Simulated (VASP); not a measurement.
Here is the system:

```
Ni
1.0
    0.00000     1.76000     1.76000
    1.76000     0.00000     1.76000
    1.76000     1.76000     0.00000
Ni
1
Cartesian
  0.00000   0.00000   0.00000
```
Starting moments (μB, in the order of the record's atoms Ni): 0.8.

These are PBE GGA with D3 dispersion (Becke-Johnson damping), VASP's PBE PAW potentials (set 64) (plane waves; VASP) values and carry that method's errors. Settings: 520 eV cut-off, 16×16×16 Γ-centred mesh, first-order Methfessel-Paxton smearing of 0.10 eV, potentials Ni.

Energy and stress use the plane-wave basis of the starting cell.

Task: The ions, cell shape and volume are relaxed. Give the cell that the relaxation ends in.

Result: 
```
Ni
1.0
    0.00000     1.73776     1.73776
    1.73776     0.00000     1.73776
    1.73776     1.73776     0.00000
Ni
1
Direct
  0.00000   0.00000   0.00000
```
Space group Fm-3m (225), at a tolerance of 0.03 Å. The cell ends with 0.59 μB, on the sites 0.60 μB.

Task: How do energy and volume change from the first to the last step?

Result: The energy (σ→0) changes by -10.0 meV/atom and the volume by -3.7 %, in 3 ionic steps.

The compound is Ni in the fcc structure. This run relaxes it. Symmetry was kept, so distortions that lower it aren't found.
